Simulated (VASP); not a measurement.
Consider the following.

```yaml
crystal:
  lattice:
    - [4.36224, 0.00000, 0.00000]
    - [0.00000, 6.75332, 0.00000]
    - [0.00000, 0.00000, 7.05993]
  atoms:
    - { symbol: Ag, position: [0.00776, 0.77262, 0.63968] }
    - { symbol: Ag, position: [0.49224, 0.22738, 0.13968] }
    - { symbol: Ag, position: [0.50776, 0.72738, 0.36032] }
    - { symbol: Ag, position: [0.99224, 0.27262, 0.86032] }
    - { symbol: Ag, position: [0.84193, 0.88601, 0.04018] }
    - { symbol: Ag, position: [0.65807, 0.11399, 0.54018] }
    - { symbol: Ag, position: [0.34193, 0.61399, 0.95982] }
    - { symbol: Ag, position: [0.15807, 0.38601, 0.45982] }
    - { symbol: S, position: [0.12151, 0.00409, 0.34000] }
    - { symbol: S, position: [0.37849, 0.99591, 0.84000] }
    - { symbol: S, position: [0.62151, 0.49591, 0.66000] }
    - { symbol: S, position: [0.87849, 0.50409, 0.16000] }
```

All values below come from PBEsol GGA, VASP's PBE PAW potentials (set 64) (plane waves; VASP). Run with 400 eV cut-off, Gaussian smearing of 0.050 eV, potentials Ag S.

Estimate the band gap (along the path) with the smallest direct gap where there is one.

| Quantity | Value |
|---|---|
| band gap (along the path) | none (metal, semimetal or under 0.01 eV) |

Only differences to runs with the same potentials and settings are physical.

The structure comes from a computed database's Ag2S entry (P2_12_12_1); how it stands against other phases isn't given here. It was relaxed first, which changed the volume by -5 %.
